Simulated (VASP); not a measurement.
VASP input:

File KPOINTS:
```
Automatic mesh
0
Gamma
10 10 10
0 0 0
```

File POSCAR:
```
Sn
1
   -2.9150000000     2.9150000000     1.5900000000
    2.9150000000    -2.9150000000     1.5900000000
    2.9150000000     2.9150000000    -1.5900000000
Sn
2
Direct
  0.2500000000   0.7500000000   0.5000000000
  0.0000000000   0.0000000000   0.0000000000
```

**INCAR**
```
SYSTEM = Sn
PREC = Accurate
ENCUT = 400
EDIFF = 1E-6
NELM = 100
ALGO = Normal
LREAL = .FALSE.
LASPH = .TRUE.
ISMEAR = 1
SIGMA = 0.1
GGA = PE
LMAXMIX = 4
LWAVE = .FALSE.
LCHARG = .FALSE.
ISIF = 2
ICHARG = 11
```

POTCAR, in this order: Sn_d (PBE.64 set). Program: vasp_std.

Problem. What happens when VASP runs on this input?

Solution. There is a fault: ICHARG = 11 asks for a fixed density, but there is no CHGCAR. VASP stops with an error: ERROR: charge density could not be read from file CHGCAR for ICHARG>10 ----> I REFUSE TO CONTINUE WITH THIS SICK JOB ... BYE!!! <----

**standard output**
```
 POSCAR found type information on POSCAR Sn
 POSCAR found :  1 types and       2 ions
 Reading from existing POTCAR
 Reading from existing POTCAR
 LDA part: xc-table for (Slater+PW92), standard interpolation
 WARNING: stress and forces are not correct
 POSCAR, INCAR and KPOINTS ok, starting setup
 WAVECAR not read
 WARNING: CHGCAR is incomplete

 -----------------------------------------------------------------------------
|                                                                             |
|     EEEEEEE  RRRRRR   RRRRRR   OOOOOOO  RRRRRR      ###     ###     ###     |
|     E        R     R  R     R  O     O  R     R     ###     ###     ###     |
|     E        R     R  R     R  O     O  R     R     ###     ###     ###     |
|     EEEEE    RRRRRR   RRRRRR   O     O  RRRRRR       #       #       #      |
|     E        R   R    R   R    O     O  R   R                               |
|     E        R    R   R    R   O     O  R    R      ###     ###     ###     |
|     EEEEEEE  R     R  R     R  OOOOOOO  R     R     ###     ###     ###     |
|                                                                             |
|     ICHARG>10                                                               |
|                                                                             |
|       ---->  I REFUSE TO CONTINUE WITH THIS SICK JOB ... BYE!!! <----       |
|                                                                             |
 -----------------------------------------------------------------------------
```

To mend it, run self-consistently first and keep its CHGCAR, or remove ICHARG. The plain static run on this cell (PBE GGA, plane waves, VASP's PBE PAW potentials (set 64)) converges, and its OSZICAR ends with
```
   1 F= -.75873842E+01 E0= -.75872094E+01  d E =-.524618E-03
```

The compound is Sn in the beta structure. The cell was not relaxed at this level.
